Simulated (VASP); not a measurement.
The cell holds one CaS (rock salt) (100) slab, with vacuum along c, ions free to move until forces fall under 0.03 eV/Å, no reconstruction beyond this cell, dipole correction on. Ionisation potential and electron affinity count from the cell's own band edges, surface states included.

Data:

```yaml
crystal:
  lattice:
    - [3.98724, 0.00000, 0.00000]
    - [0.00000, 3.98724, 0.00000]
    - [0.00000, 0.00000, 26.14268]
  atoms:
    - { symbol: Ca, position: [0.00000, 0.50000, 0.34071] }
    - { symbol: Ca, position: [0.50000, 0.00000, 0.44505] }
    - { symbol: Ca, position: [0.00000, 0.50000, 0.55495] }
    - { symbol: Ca, position: [0.50000, 0.00000, 0.65929] }
    - { symbol: S, position: [0.00000, 0.50000, 0.44645] }
    - { symbol: S, position: [0.50000, 0.00000, 0.33673] }
    - { symbol: S, position: [0.00000, 0.50000, 0.66327] }
    - { symbol: S, position: [0.50000, 0.00000, 0.55355] }
```

Computed with PBEsol GGA, VASP's PBE PAW potentials (set 64) (plane waves; VASP). Run with 400 eV cut-off, 5×5×1 Γ-centred mesh, Gaussian smearing of 0.050 eV, potentials Ca_sv S.

Slab and bulk use different k-meshes, so the surface energy is good to a few per cent at best.

```
Item                         Result
------------------------  ---------
surface energy            0.49 J/m²
ionisation potential        4.87 eV
electron affinity           2.56 eV
band gap (on the k-mesh)    2.31 eV
```

The cell is a thin slab with vacuum, built from CaS (rock salt): (100) face.
